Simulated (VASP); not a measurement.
Computed with PW91 GGA, VASP's PBE PAW potentials (set 64) (plane waves; VASP 6.6.1).

The input files of a VASP run:

### INCAR
```
! general
SYSTEM  = MnF2
PREC    = Accurate
ENCUT   = 520
LREAL   = F
LASPH   = T

! electronic loop
EDIFF   = 1E-6
NELM    = 100
ALGO    = Normal
LMAXMIX = 4

! smearing
ISMEAR  = 0
SIGMA   = 0.05

! functional
GGA     = 91

! spin
ISPIN   = 2
MAGMOM  = 5.0 -5.0 4*0.0

! ions
IBRION  = 2
NSW     = 60
ISIF    = 3
EDIFFG  = -0.02

! output
LWAVE   = F
LCHARG  = F
LORBIT  = 10
```

File KPOINTS:
```
K-points
0
gamma
  4 4 6
0 0 0
```

### POSCAR
```
MnF2
1
    4.9055706195     0.0000000000     0.0000000000
    0.0000000000     4.9055706195     0.0000000000
    0.0000000000     0.0000000000     3.3345889615
Mn F
2 4
Direct
  0.0000000000   0.0000000000   0.0000000000
  0.5000000000   0.5000000000   0.5000000000
  0.3044642384   0.3044642384   0.0000000000
  0.8044642384   0.1955357616   0.5000000000
  0.1955357616   0.8044642384   0.5000000000
  0.6955357616   0.6955357616   0.0000000000
```

POTCAR, in this order: Mn_pv F (PBE.64 set). Program: vasp_std.

### Question
What does the run give for the energy per atom (σ→0), cell moment, volume per atom, band gap (on the k-mesh)?

### Answer

```json
{
  "energy per atom (σ→0)": "-6.526 eV/atom",
  "cell_moment": "0.00 μB",
  "band gap (on the k-mesh)": "2.24 eV",
  "volume_per_atom": "13.43 Å^3/atom"
}
```

File OSZICAR:
```
...
       N       E                     dE             d eps       ncg     rms          rms(c)
DAV:   1    -0.391592584358E+02   -0.38073E-02   -0.26489E-01  3088   0.412E+00    0.499E-01
DAV:   2    -0.391565898430E+02    0.26686E-02   -0.83792E-03  3088   0.771E-01    0.303E-01
DAV:   3    -0.391561811138E+02    0.40873E-03   -0.92667E-04  3552   0.250E-01    0.151E-01
DAV:   4    -0.391559934621E+02    0.18765E-03   -0.13273E-04  3744   0.870E-02    0.668E-02
DAV:   5    -0.391559623719E+02    0.31090E-04   -0.63487E-05  4208   0.643E-02    0.246E-02
DAV:   6    -0.391559632481E+02   -0.87612E-06   -0.61299E-06  2776   0.187E-02
   5 F= -.39155963E+02 E0= -.39155963E+02  d E =-.511224E-03  mag=     0.0000
```

The compound is MnF2 in the rutile structure. This run relaxes it. Symmetry was kept, so distortions that lower it aren't found. The start is the result of an earlier pass.
